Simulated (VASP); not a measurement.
# PbF2 (Fluorocronite): convergence with the SCF threshold and PAW data sets

A convergence test on PbF2 (Fluorocronite): the SCF threshold and PAW data sets. The series runs use LDA. The SCF threshold tried: EDIFF = 0.01; EDIFF = 0.001; EDIFF = 1E-04; EDIFF = 1E-05; EDIFF = 1E-06; EDIFF = 1E-08. The PAW data sets tried: minimal 64: Pb F; recommended 64: Pb_d F; recommended 54: Pb_d F; gw 64: Pb_d_GW F_GW; hard 64: Pb_d F_h; soft 64: Pb_d F_s. The start is a cell from a database of measured crystal structures.

Program: VASP 6.6.1. Level of theory: LDA; plane waves and PAW (Pb_d, F), in the first sound run; inputs show where later runs differ. Results are calculated unless marked as measured.

Most raw output is cut from this account.

The database entry behind the starting cell differs from later determinations by our own check (0.1 to 0.3 % short, probably kX units), so it need not match the best structure at ambient conditions.

## Step 1: The structure

Symmetry: Fm-3m, No. 225, cubic system. The conventional cell has a = 5.927 Å, b = 5.927 Å, c = 5.927 Å, α = 90.00°, β = 90.00°, γ = 90.00°. Pb has 8 F at 2.57 Å nearest. Nearest to F lie 4 Pb at 2.57 Å. Farther neighbours and most contacts between anions are not listed.

## Step 2: SCF threshold: EDIFF = 0.01

EDIFF stops the electronic loop; forces need it tighter than energies do. LDA, the lowest rung, knows the local density alone.

INCAR

```
SYSTEM = PbF2
PREC = Accurate
ENCUT = 520
EDIFF = 0.01
NELM = 100
ISMEAR = -1
SIGMA = 0.05
LREAL = .FALSE.
ALGO = Normal
GGA = CA
NBANDS = 20
LORBIT = 11
LWAVE = .FALSE.
LCHARG = .FALSE.
KPAR = 4
ISIF = 2
```

POSCAR

```
PbF2
1.0
    0.0000000000      2.9636600000      2.9636600000
    2.9636600000      0.0000000000      2.9636600000
    2.9636600000      2.9636600000      0.0000000000
Pb F
1 2
Direct
    0.0000000000      0.0000000000      0.0000000000
    0.2500000000      0.2500000000      0.2500000000
    0.7500000000      0.7500000000      0.7500000000
```

KPOINTS

```
Automatic mesh
0
Gamma
7 7 7
0 0 0
```

Potentials, in the order of the species: Pb_d and F (PBE family, release 64).

On the command line:

```
mpirun -np 4 vasp_std
```

Run time: 5 s. Hardware: 4 MPI ranks of AMD EPYC 7R43, shared host; peak memory 0.5 GiB.

The gap is read on the k-mesh alone, so it is an upper bound where the band edges lie off the mesh. Spin-orbit coupling is off here; with elements this heavy it splits and shifts levels by tenths of an eV or more. The PAW data sets were made with PBE, though LDA sets exist; this is a small mismatch.

This step gave:

```
SCF cycles                     : 9
electrons                      : 28
bands                          : 20
irreducible k-points           : 20
symmetry operations            : 48
free energy (TOTEN)            : -16.02 eV
Fermi energy                   : 2.62 eV
pressure                       : -3.521 GPa
metallic                       : no
valence top at k               : -0.2857, 0.4286, 0.1429
conduction bottom at k         : 0.4286, 0.4286, 0
least direct gap at k          : 0.4286, 0.4286, 0
gap on the k-mesh              : 4.252 eV
least direct gap on the k-mesh : 4.478 eV
```

The series starts at -5.3392 eV an atom and -3.52 GPa, after 9 cycles in 5 s.

## Step 3: SCF threshold: EDIFF = 0.001

INCAR: that of step 2 with these lines changed.

```diff
@@ -3,3 +3,3 @@
 ENCUT = 520
-EDIFF = 0.01
+EDIFF = 0.001
 NELM = 100
```

POSCAR is that of step 2.

KPOINTS is that of step 2.

On the command line:

```
mpirun -np 4 vasp_std
```

Run time: 5.2 s. Hardware: 4 MPI ranks; peak memory 0.51 GiB.

Against the run before the energy moves by -0.16 meV an atom and the pressure by -0.95 GPa, after 10 cycles in 5.2 s.

## Step 4: SCF threshold: EDIFF = 1E-04

INCAR: that of step 3 with these lines changed.

```diff
@@ -3,3 +3,3 @@
 ENCUT = 520
-EDIFF = 0.001
+EDIFF = 1E-04
 NELM = 100
```

POSCAR is that of step 3.

KPOINTS is that of step 3.

On the command line:

```
mpirun -np 4 vasp_std
```

It took 5.6 s on 4 MPI ranks; peak memory 0.53 GiB.

Against the run before the energy moves by +0.03 meV an atom and the pressure by +0.13 GPa, after 11 cycles in 5.6 s.

## Step 5: SCF threshold: EDIFF = 1E-05

INCAR: that of step 4 with these lines changed.

```diff
@@ -3,3 +3,3 @@
 ENCUT = 520
-EDIFF = 1E-04
+EDIFF = 1E-05
 NELM = 100
```

POSCAR is that of step 4.

KPOINTS is that of step 4.

On the command line:

```
mpirun -np 4 vasp_std
```

It took 6 s on 4 MPI ranks; peak memory 0.54 GiB.

Against the run before the energy stays within 0.01 meV an atom; the pressure moves by -0.26 GPa, after 12 cycles in 6 s.

## Step 6: SCF threshold: EDIFF = 1E-06

INCAR: that of step 5 with these lines changed.

```diff
@@ -3,3 +3,3 @@
 ENCUT = 520
-EDIFF = 1E-05
+EDIFF = 1E-06
 NELM = 100
```

POSCAR is that of step 5.

KPOINTS is that of step 5.

On the command line:

```
mpirun -np 4 vasp_std
```

The job ended after 6.4 s (4 MPI ranks; peak memory 0.52 GiB; 23 s of CPU time).

Against the run before the energy stays within 0.01 meV an atom; the pressure moves by +0.10 GPa, after 13 cycles in 6.4 s.

## Step 7: SCF threshold: EDIFF = 1E-08

INCAR: that of step 6 with these lines changed.

```diff
@@ -3,3 +3,3 @@
 ENCUT = 520
-EDIFF = 1E-06
+EDIFF = 1E-08
 NELM = 100
```

POSCAR is that of step 6.

KPOINTS is that of step 6.

On the command line:

```
mpirun -np 4 vasp_std
```

It took 7 s on 4 MPI ranks; peak memory 0.54 GiB.

Against the run before the energy stays within 0.01 meV an atom; the pressure moves by -0.04 GPa, after 15 cycles in 7 s.

## Step 8: The SCF threshold series as a table

This step: convergence of LDA results with the threshold; plane waves and PAW (VASP 6.6.1).

Derived from the runs above.

Differences are taken from the run with EDIFF = 1E-08. Results of the series, by row:

```
      setting     status  energy less the reference (meV/atom)  pressure (GPa)  gap (eV)  SCF cycles  wall time (s)
 EDIFF = 0.01  converged                                0.1353          -3.521     4.252           9              5
EDIFF = 0.001  converged                              -0.02729           -4.47     4.272          10            5.2
EDIFF = 1E-04  converged                               7.07e-4          -4.342     4.263          11            5.6
EDIFF = 1E-05  converged                               9.33e-5          -4.599     4.263          12              6
EDIFF = 1E-06  converged                              -5.00e-5          -4.497     4.263          13            6.4
EDIFF = 1E-08  converged                                     0          -4.538     4.263          15              7
```

## Step 9: PAW data sets: minimal 64: Pb F

This step: LDA; plane waves and PAW (Pb, F) (VASP 6.6.1).

Data sets differ in which electrons are valence and how hard the partial waves are.

INCAR: that of step 7 with these lines changed.

```diff
@@ -3,3 +3,3 @@
 ENCUT = 520
-EDIFF = 1E-08
+EDIFF = 1E-06
 NELM = 100
@@ -10,3 +10,3 @@
 GGA = CA
-NBANDS = 20
+NBANDS = 15
 LORBIT = 11
```

POSCAR is that of step 7.

KPOINTS is that of step 7.

PAW data sets: Pb and F (PBE family, release 64).

On the command line:

```
mpirun -np 4 vasp_std
```

Wall time 5.6 s (4 MPI ranks); peak memory 0.52 GiB.

The data set Pb keeps the semicore shell frozen, which is cheaper and a little less accurate.

Numbers from this step:

```
SCF cycles                     : 13
electrons                      : 18
bands                          : 15
free energy (TOTEN)            : -16.18 eV
Fermi energy                   : 1.228 eV
pressure                       : -6.059 GPa
gap on the k-mesh              : 4.247 eV
least direct gap on the k-mesh : 4.480 eV
```

The series starts at -5.3929 eV an atom and -6.06 GPa, after 13 cycles in 5.6 s.

## Step 10: PAW data sets: recommended 64: Pb d F

This step: LDA; plane waves and PAW (Pb_d, F) (VASP 6.6.1).

INCAR: that of step 9 with these lines changed.

```diff
@@ -10,3 +10,3 @@
 GGA = CA
-NBANDS = 15
+NBANDS = 20
 LORBIT = 11
```

POSCAR is that of step 9.

KPOINTS is that of step 9.

The projector-augmented-wave data sets are Pb_d and F (PBE family, release 64).

On the command line:

```
mpirun -np 4 vasp_std
```

Wall time 6 s (4 MPI ranks); peak memory 0.52 GiB.

With 28 valence electrons the pressure is -4.50 GPa, +1.56 GPa from the first of the series, after 13 cycles in 6 s.

## Step 11: PAW data sets: recommended 54: Pb d F

INCAR is that of step 10.

POSCAR is that of step 10.

KPOINTS is that of step 10.

Potentials, in the order of the species: Pb_d and F (PBE family, release 54).

On the command line:

```
mpirun -np 4 vasp_std
```

Run time: 6 s. Hardware: 4 MPI ranks; peak memory 0.51 GiB; 21 s of CPU time.

With 28 valence electrons the pressure is -4.50 GPa, +1.56 GPa from the first of the series, after 13 cycles in 6 s.

## Step 12: PAW data sets: GW 64: Pb d GW F GW

This step: LDA; plane waves and PAW (Pb_d_GW, F_GW) (VASP 6.6.1).

INCAR: that of step 11 with these lines changed.

```diff
@@ -2,3 +2,3 @@
 PREC = Accurate
-ENCUT = 520
+ENCUT = 640
 EDIFF = 1E-06
@@ -10,3 +10,3 @@
 GGA = CA
-NBANDS = 20
+NBANDS = 21
 LORBIT = 11
```

POSCAR is that of step 11.

KPOINTS is that of step 11.

PAW data sets: Pb_d_GW and F_GW (PBE family, release 64).

On the command line:

```
mpirun -np 4 vasp_std
```

Elapsed: 10 s, on 4 MPI ranks; peak memory 0.69 GiB.

With 30 valence electrons the pressure is -4.40 GPa, +1.66 GPa from the first of the series, after 12 cycles in 10 s.

## Step 13: PAW data sets: hard 64: Pb d F h

This step: LDA; plane waves and PAW (Pb_d, F_h) (VASP 6.6.1).

INCAR: that of step 12 with these lines changed.

```diff
@@ -2,3 +2,3 @@
 PREC = Accurate
-ENCUT = 640
+ENCUT = 1010
 EDIFF = 1E-06
@@ -10,3 +10,3 @@
 GGA = CA
-NBANDS = 21
+NBANDS = 20
 LORBIT = 11
```

POSCAR is that of step 12.

KPOINTS is that of step 12.

The projector-augmented-wave data sets are Pb_d and F_h (PBE family, release 64).

On the command line:

```
mpirun -np 4 vasp_std
```

Run time: 20 s. Hardware: 4 MPI ranks; peak memory 1 GiB.

With 28 valence electrons the pressure is -4.32 GPa, +1.74 GPa from the first of the series, after 13 cycles in 20 s.

## Step 14: PAW data sets: soft 64: Pb d F s

This step: LDA; plane waves and PAW (Pb_d, F_s) (VASP 6.6.1).

INCAR: that of step 13 with these lines changed.

```diff
@@ -2,3 +2,3 @@
 PREC = Accurate
-ENCUT = 1010
+ENCUT = 400
 EDIFF = 1E-06
```

POSCAR is that of step 13.

KPOINTS is that of step 13.

Potentials, in the order of the species: Pb_d and F_s (PBE family, release 64).

On the command line:

```
mpirun -np 4 vasp_std
```

The job ended after 4.8 s (4 MPI ranks; peak memory 0.44 GiB).

With 28 valence electrons the pressure is -4.34 GPa, +1.72 GPa from the first of the series, after 13 cycles in 4.8 s.

## Step 15: The PAW data sets series as a table

This step: convergence of LDA results with the datasets; plane waves and PAW (VASP 6.6.1).

This step runs nothing: it gathers the runs above.

Results of the series, by row:

```
                       setting     status  pressure (GPa)  gap (eV)  SCF cycles  wall time (s)
      minimal 64: Pb F, 520 eV  converged          -6.059     4.247          13            5.6
recommended 64: Pb_d F, 520 eV  converged          -4.497     4.263          13              6
recommended 54: Pb_d F, 520 eV  converged          -4.497     4.263          13              6
   gw 64: Pb_d_GW F_GW, 640 eV  converged          -4.397     4.267          12           10.4
    hard 64: Pb_d F_h, 1010 eV  converged          -4.316     4.263          13             20
     soft 64: Pb_d F_s, 400 eV  converged          -4.339     4.261          13            4.8
```

## Step 16: Summary of results

| Item | Value |
| --- | --- |
| SCF threshold from which the energy stays within 10 meV/atom of the reference | EDIFF = 0.01 |
| SCF threshold from which the energy stays within 1 meV/atom of the reference | EDIFF = 0.01 |
| SCF threshold from which the pressure stays within 0.2 GPa of the reference | EDIFF = 0.001 |
| spread of the pressure over the SCF threshold | 1.08 GPa |
| spread of the energy over the SCF threshold | 0.163 meV/atom |
| spread of the pressure over the PAW data sets | 1.74 GPa |

What this shows: From EDIFF = 0.01 on, the energy stays within 1 meV an atom of the reference, at 71 % of its time. The pressure holds within 0.2 GPa from EDIFF = 0.001 on. The loosest stop saves 6 of 15 cycles and costs +0.1 meV an atom, +1.02 GPa. The choice of data set moves the pressure between -6.06 GPa (minimal 64: Pb F) and -4.32 GPa (hard 64: Pb_d F_h); the cutoffs differ too (1010, 400, 520 and 640 eV). The gap moves by up to 0.02 eV. Data sets differ in their zero of energy, so energies are not compared. Forces vanish by symmetry in this cell, so the series can't test them.

[Lines on the potential files, build, host, timing and source positions are cut from VASP's logs without a mark.]

[Logs are printed without paths, hosts, clocks, repeated set-up lines and the standing remarks that a program may print on its own settings, such as how far it seeks lower states.]

[Hosts, paths, dates, database ids (printed as entryN), source tags and the programs' standing remarks are cut or masked in the printed files.]

[A measured line is paired with the nearest computed mode of its activity, which favours agreement.]
